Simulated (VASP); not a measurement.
ZrB₂ (AlB2 type) is relaxed at rising pressure, each step from the one before. Symmetry mostly holds the structure type, and other phases were not tried. The mesh follows the cell, and a change of mesh leaves a small step in the series.

Data:

```cif
data_B2Zr
_chemical_formula_sum 'Zr1 B2'
_space_group_name_H-M_alt 'P 1'
_space_group_IT_number 1
_cell_length_a 3.17266
_cell_length_b 3.17266
_cell_length_c 3.54370
_cell_angle_alpha 90.000
_cell_angle_beta 90.000
_cell_angle_gamma 120.000
loop_
_space_group_symop_operation_xyz
  'x, y, z'
loop_
_atom_site_label
_atom_site_type_symbol
_atom_site_fract_x
_atom_site_fract_y
_atom_site_fract_z
_atom_site_occupancy
Zr1 Zr 0.00000 0.00000 0.00000 1
B1 B 0.33333 0.66667 0.50000 1
B2 B 0.66667 0.33333 0.50000 1
```

The numbers are results of PBE GGA, VASP's PBE PAW potentials (set 64) (plane waves; VASP), not measurements. Settings: 620 eV cut-off, 11×11×9 Γ-centred mesh, first-order Methfessel-Paxton smearing of 0.10 eV, potentials Zr_sv B.

```csv
P (GPa),V (Å³/atom),H − H(0) (eV/atom),space group,gap on the mesh (eV),k-mesh
0,10.30,0.000,P6/mmm,0.00,11×11×9
5,10.08,0.318,P6/mmm,0.00,11×11×9
10,9.89,0.630,P6/mmm,0.00,11×11×9
20,…,…,P6/mmm,0.00,11×11×9
30,…,…,P6/mmm,0.00,11×11×9
45,8.92,2.677,P6/mmm,0.00,12×12×9
```

Q: Fill in the missing entries.

A: 
- 20, V (Å³/atom): 9.57
- 20, H − H(0) (eV/atom): 1.237
- 30, V (Å³/atom): 9.28
- 30, H − H(0) (eV/atom): 1.825

Pressures at which the relaxation failed are left out.

The compound is ZrB2 in the AlB2 type structure.
